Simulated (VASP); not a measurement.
```
CdAs2Ge
1.0
   -2.88367     2.88367     5.48692
    2.88367    -2.88367     5.48692
    2.88367     2.88367    -5.48692
Cd Ge As
2 2 4
Direct
  0.00000   0.00000   0.00000
  0.75000   0.25000   0.50000
  0.50000   0.50000   0.00000
  0.25000   0.75000   0.50000
  0.87500   0.85080   0.47580
  0.14920   0.62500   0.02420
  0.37500   0.39920   0.52420
  0.60080   0.12500   0.97580
```

Method: LDA (Ceperley-Alder, Perdew-Zunger), VASP's LDA PAW potentials (set 64) (plane waves; VASP). Settings: 500 eV cut-off, 6×6×6 Γ-centred mesh, Gaussian smearing of 0.050 eV, potentials Cd Ge_d As.

Energy and stress use the plane-wave basis of the starting cell.

Q: The ions, cell shape and volume at an external pressure of 10.0 GPa are relaxed. What does this cell relax into?

A: 
```
CdAs2Ge
1.0
   -2.83658     2.83658     5.38656
    2.83658    -2.83658     5.38656
    2.83658     2.83658    -5.38656
Cd Ge As
2 2 4
Direct
  0.00000   0.00000   0.00000
  0.75000   0.25000   0.50000
  0.50000   0.50000   0.00000
  0.25000   0.75000   0.50000
  0.87500   0.85111   0.47611
  0.14889   0.62500   0.02389
  0.37500   0.39889   0.52389
  0.60111   0.12500   0.97611
```
Space group I-42d (122), at a tolerance of 0.03 Å.

Q: How do energy and volume change from the first to the last step?

A: The energy (σ→0) changes by +52.6 meV/atom and the volume by -5.0 %, in 5 ionic steps.

```json
[
 {"step": "1", "E(σ→0) (eV)": "-35.2149", "max force (eV/Å)": "0.015", "pressure (GPa)": "4.93", "volume (Å³)": "182.51"},
 {"step": "2", "E(σ→0) (eV)": "-34.0249", "max force (eV/Å)": "0.049", "pressure (GPa)": "16.84", "volume (Å³)": "164.10"},
 {"step": "3", "E(σ→0) (eV)": "-34.8051", "max force (eV/Å)": "0.032", "pressure (GPa)": "9.95", "volume (Å³)": "173.55"},
 {"step": "4", "E(σ→0) (eV)": "-34.7941", "max force (eV/Å)": "0.033", "pressure (GPa)": "10.05", "volume (Å³)": "173.38"},
 {"step": "5", "E(σ→0) (eV)": "-34.7937", "max force (eV/Å)": "0.011", "pressure (GPa)": "10.04", "volume (Å³)": "173.37"}
]
```

The compound is CdGeAs2 in the chalcopyrite structure. This run relaxes it under an external pressure of 10 GPa. Symmetry was kept, so distortions that lower it aren't found.
